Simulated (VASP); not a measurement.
Input:

```yaml
crystal:
  lattice:
    - [4.70860, 0.00000, 0.00000]
    - [0.00000, 4.70860, 0.00000]
    - [0.00000, 0.00000, 4.70860]
  atoms:
    - { symbol: Si, position: [0.16242, 0.33758, 0.66242] }
    - { symbol: Si, position: [0.33758, 0.66242, 0.16242] }
    - { symbol: Si, position: [0.66242, 0.16242, 0.33758] }
    - { symbol: Si, position: [0.83758, 0.83758, 0.83758] }
    - { symbol: Ru, position: [0.87059, 0.62941, 0.37059] }
    - { symbol: Ru, position: [0.62941, 0.37059, 0.87059] }
    - { symbol: Ru, position: [0.37059, 0.87059, 0.62941] }
    - { symbol: Ru, position: [0.12941, 0.12941, 0.12941] }
```

The numbers are results of PBE GGA, VASP's PBE PAW potentials (set 64) (plane waves; VASP), not measurements. Settings: 300 eV cut-off, 4×4×4 Γ-centred mesh, Fermi-Dirac smearing of 0.020 eV, potentials Si Ru_pv.

At this cut-off the stress carries a Pulay error, which pulls relaxed volumes low.

Problem. Which forces act on the atoms, in eV/Å?

Solution. 
```csv
atom,Fx,Fy,Fz
Si1,-0.040,0.040,-0.040
Si2,0.040,-0.040,-0.040
Si3,-0.040,-0.040,0.040
Si4,0.040,0.040,0.040
Ru5,-0.063,0.063,-0.063
Ru6,0.063,-0.063,-0.063
Ru7,-0.063,-0.063,0.063
Ru8,0.063,0.063,0.063
```

Problem. Give the stress tensor in GPa (positive for a compressed cell).

Solution. 
```
3.78  0.00  0.00
0.00  3.78  0.00
0.00  0.00  3.78
```
The pressure is its mean diagonal, 3.78 GPa.

The structure comes from a computed database's SiRu entry; how it stands against other phases isn't given here. The cell was not relaxed at this level.
